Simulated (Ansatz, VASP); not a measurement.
# Two plane-wave programs on Ti2NbB3

```
Ti Nb B
1.0
     3.37813    0.00000    0.00000
    -1.68907    2.92555    0.00000
     0.00000    0.00000    5.88883
Ti Nb B
2 1 3
Direct
  0.66667 0.33333 0.69023
  0.33333 0.66667 0.30977
  0.00000 0.00000 0.00000
  0.66667 0.33333 0.35293
  0.33333 0.66667 0.64707
  0.00000 0.00000 0.50000
```

Change from the starting cell: species swapped into the Eu2H3Br type (P-3m1, No. 164).

Alike in both runs: task relaxation of cell and atoms; functional PBE; k mesh 6 × 6 × 4; occupations gaussian, width 0.1 eV; no spin polarisation.

|  | VASP | Ansatz |
| --- | --- | --- |
| version | VASP 6.6.1 | Ansatz 0.2.0 |
| potentials or method | VASP PAW PBE potentials, release 64 (Ti_sv, Nb_sv, B) | scalar-relativistic, plane waves, PAW |
| plane-wave cutoff (eV) | 600 | 420 |
| valence electrons in the cell | 46 | 46 |

|  | VASP | Ansatz | Ansatz less VASP |
| --- | --- | --- | --- |
| gap on the k mesh at the Fermi level, each at its own relaxed structure (eV) | none | none | - |
| relaxed volume (Å³/atom) | 11.83 | 11.85 | +0.016 |
| relaxed cell length with the largest relative difference (Å) | 7.882 | 7.890 | +0.0073 |
| energy change over the relaxation (meV/atom) | -1298 | -1304 | -5.4 |

A gap of «none» marks a metal or a gap that the smearing closes.

Caveats: the volume moved by over 15 % at a fixed basis, so the end points are rough (VASP).
